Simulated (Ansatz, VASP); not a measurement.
# Cross-check of CdC2 between VASP and Ansatz, part 2 of 3

Aim: how closely do two programs agree when they are given the same cell, functional and k mesh? The cell is generated by rule, not measured, and may not be a known phase. The cell is taken from a series of runs on this material, whose earlier steps may have relaxed, scaled, displaced or heated it; both programs get it as it stands.

VASP 6.6.1 and Ansatz 0.2.0.

So far: The structure; VASP: zone-centre phonons, PBE.

### Step 2. VASP: zone-centre phonons, PBE (continued)

Level of this step: PBE; plane waves and PAW (Cd, C); invented cell (VASP).

Parts of OUTCAR (step 2):

```text
ion  position               nearest neighbor table
   1  0.500  0.500  0.000-   3 2.18   5 2.18   5 2.87   5 2.87   3 2.87   3 2.87
   2  0.000  0.000  0.500-   4 2.18   6 2.18   4 2.87   6 2.87   4 2.87   6 2.87
   3  0.888  0.888  0.000-   5 1.25   1 2.18   1 2.87   1 2.87
   4  0.612  0.388  0.500-   6 1.25   2 2.18   2 2.87   2 2.87
   5  0.112  0.112  0.000-   3 1.25   1 2.18   1 2.87   1 2.87
   6  0.388  0.612  0.500-   4 1.25   2 2.18   2 2.87   2 2.87

  LATTYP: Found a simple tetragonal cell.
 ALAT       =     3.9651099776
 C/A-ratio  =     1.4911395836

 Subroutine GETGRP returns: Found 16 space group operations
 (whereof  8 operations were pure point group operations)

The static configuration has the point symmetry D_2h.
 The point group associated with its full space group is D_4h.

 Found     45 irreducible k-points:

   k-points           NKPTS =     45   k-points in BZ     NKDIM =     45   number of bands    NBANDS=     26

   dimension x,y,z NGX =    32 NGY =   32 NGZ =   48
   dimension x,y,z NGXF=    64 NGYF=   64 NGZF=   96

   ENCUT  =  600.0 eV  44.10 Ry    6.64 a.u.   7.92  7.92 11.81*2*pi/ulx,y,z

   NELECT =      40.0000    total number of electrons

 k-points in reciprocal lattice and weights: Automatic mesh
   0.00000000  0.00000000  0.00000000       0.004
   0.12500000  0.00000000  0.00000000       0.016
   0.25000000  0.00000000  0.00000000       0.016
   0.37500000  0.00000000  0.00000000       0.016
   0.50000000  0.00000000  0.00000000       0.008
   0.12500000  0.12500000  0.00000000       0.016
   0.25000000  0.12500000  0.00000000       0.031
   0.37500000  0.12500000  0.00000000       0.031
   0.50000000  0.12500000  0.00000000       0.016
[...]
0.50000000  0.37500000  0.50000000       0.016
   0.50000000  0.50000000  0.50000000       0.004

 average (electrostatic) potential at core
       1 -39.6545       2 -39.6545       3 -52.4391       4 -52.4391       5 -52.4391
       6 -52.4391

 Eigenvectors and eigenvalues of the dynamical matrix
 ----------------------------------------------------

   1 f  =   58.750554 THz   369.140618 2PiTHz 1959.707541 cm-1   242.972659 meV
             X         Y         Z           dx          dy          dz
      1.982555  1.982555  0.000000    -0.000000   -0.000000    0.000000
      0.000000  0.000000  2.956266     0.000000    0.000000   -0.000000
      3.522868  3.522868  0.000000    -0.353553   -0.353553   -0.000000
      2.424797  1.540313  2.956266    -0.353553    0.353553    0.000000
      0.442242  0.442242  0.000000     0.353553    0.353553   -0.000000
      1.540313  2.424797  2.956266     0.353553   -0.353553    0.000000

   2 f  =   58.634550 THz   368.411743 2PiTHz 1955.838062 cm-1   242.492905 meV
             X         Y         Z           dx          dy          dz
      1.982555  1.982555  0.000000    -0.000000   -0.000000    0.000000
      0.000000  0.000000  2.956266     0.000000    0.000000   -0.000000
      3.522868  3.522868  0.000000    -0.353553   -0.353553   -0.000000
      2.424797  1.540313  2.956266     0.353553   -0.353553   -0.000000
      0.442242  0.442242  0.000000     0.353553    0.353553   -0.000000
      1.540313  2.424797  2.956266    -0.353553    0.353553    0.000000

   3 f  =   13.851276 THz    87.030134 2PiTHz  462.028836 cm-1    57.284249 meV
             X         Y         Z           dx          dy          dz
      1.982555  1.982555  0.000000    -0.291178   -0.291157   -0.000000
      0.000000  0.000000  2.956266     0.011418   -0.010883   -0.000000
      3.522868  3.522868  0.000000     0.455520    0.454728   -0.000000
      2.424797  1.540313  2.956266    -0.027767    0.007091   -0.000000
      0.442242  0.442242  0.000000     0.455520    0.454728    0.000000
      1.540313  2.424797  2.956266    -0.027767    0.007091   -0.000000

   4 f  =   13.851276 THz    87.030134 2PiTHz  462.028836 cm-1    57.284249 meV
             X         Y         Z           dx          dy          dz
      1.982555  1.982555  0.000000     0.010883    0.011418   -0.000000
      0.000000  0.000000  2.956266     0.291157   -0.291178   -0.000000
      3.522868  3.522868  0.000000    -0.007091   -0.027767   -0.000000
      2.424797  1.540313  2.956266    -0.454728    0.455520    0.000000
      0.442242  0.442242  0.000000    -0.007091   -0.027767    0.000000
      1.540313  2.424797  2.956266    -0.454728    0.455520   -0.000000

   5 f  =   11.065111 THz    69.524142 2PiTHz  369.092369 cm-1    45.761601 meV
             X         Y         Z           dx          dy          dz
      1.982555  1.982555  0.000000    -0.000000   -0.000000    0.000000
      0.000000  0.000000  2.956266    -0.000000    0.000000   -0.000000
      3.522868  3.522868  0.000000    -0.353553    0.353553    0.000000
      2.424797  1.540313  2.956266    -0.353553   -0.353553   -0.000000
      0.442242  0.442242  0.000000     0.353553   -0.353553   -0.000000
      1.540313  2.424797  2.956266     0.353553    0.353553    0.000000

   6 f  =   10.794682 THz    67.824989 2PiTHz  360.071842 cm-1    44.643199 meV
             X         Y         Z           dx          dy          dz
      1.982555  1.982555  0.000000     0.000000    0.000000    0.000000
      0.000000  0.000000  2.956266     0.000000   -0.000000   -0.000000
      3.522868  3.522868  0.000000    -0.353553    0.353553   -0.000000
      2.424797  1.540313  2.956266     0.353553    0.353553    0.000000
      0.442242  0.442242  0.000000     0.353553   -0.353553    0.000000
      1.540313  2.424797  2.956266    -0.353553   -0.353553   -0.000000

   7 f  =    8.595713 THz    54.008458 2PiTHz  286.722124 cm-1    35.548997 meV
             X         Y         Z           dx          dy          dz
      1.982555  1.982555  0.000000     0.000000    0.000000   -0.096949
      0.000000  0.000000  2.956266     0.000000   -0.000000    0.096949
      3.522868  3.522868  0.000000    -0.000000   -0.000000    0.495278
      2.424797  1.540313  2.956266    -0.000000    0.000000   -0.495278
      0.442242  0.442242  0.000000     0.000000   -0.000000    0.495278
      1.540313  2.424797  2.956266    -0.000000   -0.000000   -0.495278

   8 f  =    7.293590 THz    45.826975 2PiTHz  243.287961 cm-1    30.163849 meV
             X         Y         Z           dx          dy          dz
      1.982555  1.982555  0.000000    -0.000000   -0.000000   -0.000000
      0.000000  0.000000  2.956266     0.000000   -0.000000    0.000000
      3.522868  3.522868  0.000000    -0.000000    0.000000    0.707106
      2.424797  1.540313  2.956266     0.000000    0.000000   -0.000979
      0.442242  0.442242  0.000000    -0.000000    0.000000   -0.707106
      1.540313  2.424797  2.956266    -0.000000    0.000000    0.000979

   9 f  =    7.293590 THz    45.826975 2PiTHz  243.287961 cm-1    30.163849 meV
             X         Y         Z           dx          dy          dz
      1.982555  1.982555  0.000000     0.000000    0.000000   -0.000000
      0.000000  0.000000  2.956266     0.000000   -0.000000    0.000000
      3.522868  3.522868  0.000000    -0.000000   -0.000000   -0.000979
      2.424797  1.540313  2.956266     0.000000    0.000000   -0.707106
      0.442242  0.442242  0.000000    -0.000000   -0.000000    0.000979
      1.540313  2.424797  2.956266    -0.000000   -0.000000    0.707106

  10 f  =    1.834838 THz    11.528629 2PiTHz   61.203618 cm-1     7.588278 meV
             X         Y         Z           dx          dy          dz
      1.982555  1.982555  0.000000     0.345565   -0.381827    0.000000
      0.000000  0.000000  2.956266    -0.435224    0.464539   -0.000000
      3.522868  3.522868  0.000000     0.245686   -0.256834    0.000000
      2.424797  1.540313  2.956266    -0.128180    0.148433   -0.000000
      0.442242  0.442242  0.000000     0.245686   -0.256834   -0.000000
      1.540313  2.424797  2.956266    -0.128180    0.148433   -0.000000

  11 f  =    1.834838 THz    11.528629 2PiTHz   61.203618 cm-1     7.588278 meV
             X         Y         Z           dx          dy          dz
      1.982555  1.982555  0.000000    -0.464539   -0.435224   -0.000000
      0.000000  0.000000  2.956266     0.381827    0.345565   -0.000000
      3.522868  3.522868  0.000000    -0.148433   -0.128180   -0.000000
      2.424797  1.540313  2.956266     0.256834    0.245686   -0.000000
      0.442242  0.442242  0.000000    -0.148433   -0.128180   -0.000000
      1.540313  2.424797  2.956266     0.256834    0.245686   -0.000000

  12 f  =    1.391191 THz     8.741110 2PiTHz   46.405133 cm-1     5.753501 meV
             X         Y         Z           dx          dy          dz
      1.982555  1.982555  0.000000     0.000000   -0.000000   -0.700429
      0.000000  0.000000  2.956266    -0.000000    0.000000    0.700429
      3.522868  3.522868  0.000000     0.000000   -0.000000   -0.068553
      2.424797  1.540313  2.956266    -0.000000    0.000000    0.068553
      0.442242  0.442242  0.000000     0.000000   -0.000000   -0.068553
      1.540313  2.424797  2.956266    -0.000000    0.000000    0.068553

  13 f  =    0.023162 THz     0.145533 2PiTHz    0.772610 cm-1     0.095791 meV
             X         Y         Z           dx          dy          dz
      1.982555  1.982555  0.000000    -0.643863    0.020124   -0.000000
      0.000000  0.000000  2.956266    -0.643551   -0.001904   -0.000000
      3.522868  3.522868  0.000000    -0.206661    0.002708   -0.000000
      2.424797  1.540313  2.956266    -0.206667    0.003142   -0.000000
      0.442242  0.442242  0.000000    -0.206661    0.002708   -0.000000
      1.540313  2.424797  2.956266    -0.206667    0.003142   -0.000000
    [... 43 further lines ...]
      0.442242  0.442242  0.000000     0.115627   -0.198037   -0.000000
      1.540313  2.424797  2.956266    -0.357939   -0.392389   -0.000000

 MACROSCOPIC STATIC DIELECTRIC TENSOR IONIC CONTRIBUTION
 ------------------------------------------------------
           0.561471    -0.000000     0.000000
          -0.000000     0.561471    -0.000000
           0.000000    -0.000000    -0.000000
 ------------------------------------------------------

 ELASTIC MODULI CONTR FROM IONIC RELAXATION (kBar)
 Direction    XX          YY          ZZ          XY          YZ          ZX
 --------------------------------------------------------------------------------
 XX        -657.7484   -588.1894     15.7209      0.0000     -0.0000      0.0000
 YY        -588.1894   -657.7484     15.7209      0.0000     -0.0000      0.0000
 ZZ          15.7209     15.7209     -0.3967      0.0000      0.0000     -0.0000
 XY           0.0000      0.0000     -0.0000   -684.8373     -0.0000     -0.0000
 YZ          -0.0000     -0.0000      0.0000     -0.0000    -57.5952      0.0000
 ZX           0.0000      0.0000     -0.0000     -0.0000      0.0000    -58.0790
 --------------------------------------------------------------------------------

 PIEZOELECTRIC TENSOR IONIC CONTR  for field in x, y, z        (C/m^2)
          XX          YY          ZZ          XY          YZ          ZX
  --------------------------------------------------------------------------------
  x     0.00000     0.00000    -0.00000    -0.00000     0.00000    -0.00000
  y     0.00000     0.00000    -0.00000    -0.00000     0.00000     0.00000
  z    -0.00000     0.00000    -0.00000     0.00000     0.00000    -0.00000
```

With imaginary modes the cell is no minimum, so the ionic parts of its dielectric, piezoelectric and elastic tensors have no meaning.

(Continued in part 3 of 3.)

[Lines on the potential files, build, host, timing and source positions are cut from VASP's logs without a mark.]

[Logs are printed without paths, hosts, clocks, repeated set-up lines and the standing remarks that a program may print on its own settings, such as how far it seeks lower states.]

[Hosts, paths, dates, database ids (printed as entryN), source tags and the programs' standing remarks are cut or masked in the printed files.]
